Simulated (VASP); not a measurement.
An input for Ansatz (written as the equivalent of a VASP run, and not itself run):

Ansatz 0.2 input:
```yaml
crystal:
  lattice:
    - [4.3451444, 0.0000000, 0.0000000]
    - [0.0000000, 4.3451444, 0.0000000]
    - [0.0000000, 0.0000000, 4.3451444]
  atoms:
    - { symbol: Fe, position: [0.8620457, 0.6379543, 0.3620457] }
    - { symbol: Fe, position: [0.3620457, 0.8620457, 0.6379543] }
    - { symbol: Fe, position: [0.1379543, 0.1379543, 0.1379543] }
    - { symbol: Fe, position: [0.6379543, 0.3620457, 0.8620457] }
    - { symbol: Si, position: [0.1587477, 0.3412523, 0.6587477] }
    - { symbol: Si, position: [0.6587477, 0.1587477, 0.3412523] }
    - { symbol: Si, position: [0.8412523, 0.8412523, 0.8412523] }
    - { symbol: Si, position: [0.3412523, 0.6587477, 0.1587477] }
kpoints:
  mp_grid: { grid: [5, 5, 5] }
hamiltonian:
  xc: lda
  pseudopotentials: { kind: paw }
scf:
  occupations: { method: gaussian, width: 0.05 }
  max_iter: 100
relax:
  max_steps: 40
  f_tol: 0.02
  cell: { p_target: 5 }
output: { forces: true, stress: true, eigenvalues: true }
```

**Question.** Translate this input to VASP (INCAR, KPOINTS, POSCAR, choice of POTCAR).

**Answer.** One answer among several that fit: 
KPOINTS:
```
Automatic mesh
0
gamma
  5 5 5
0 0 0
```

POSCAR:
```
FeSi
1.0
  4.3451443704   0.0000000000   0.0000000000
  0.0000000000   4.3451443704   0.0000000000
  0.0000000000   0.0000000000   4.3451443704
Fe Si
4 4
direct
  0.8620456506   0.6379543494   0.3620456506
  0.3620456506   0.8620456506   0.6379543494
  0.1379543494   0.1379543494   0.1379543494
  0.6379543494   0.3620456506   0.8620456506
  0.1587476752   0.3412523248   0.6587476752
  0.6587476752   0.1587476752   0.3412523248
  0.8412523248   0.8412523248   0.8412523248
  0.3412523248   0.6587476752   0.1587476752
```

INCAR:
```
SYSTEM=FeSi
PREC=Accurate; ENCUT=500; LREAL=.False.
LASPH=.True.
EDIFF=1E-6; NELM=100; ALGO=Normal
LMAXMIX=4
ISMEAR=0; SIGMA=0.05
IBRION=2; NSW=40; ISIF=3
EDIFFG=-0.02; PSTRESS=50
LWAVE=.False.; LCHARG=.False.
```

POTCAR, in this order: Fe Si (LDA.64 set). Program: vasp_std.

Limits of the translation: each code has its own PAW files, so the cut-off isn't converted (ENCUT is set for VASP's; basis.ecutwfc is left out, and Ansatz then takes the one that its files recommend); Ansatz stops its SCF on the density residual and VASP on the energy change (EDIFF); Ansatz's lda is the Perdew-Wang form, while the LDA potentials of VASP carry Perdew-Zunger's.

The compound is FeSi in the B20 structure. It was relaxed first under an external pressure of 5 GPa.
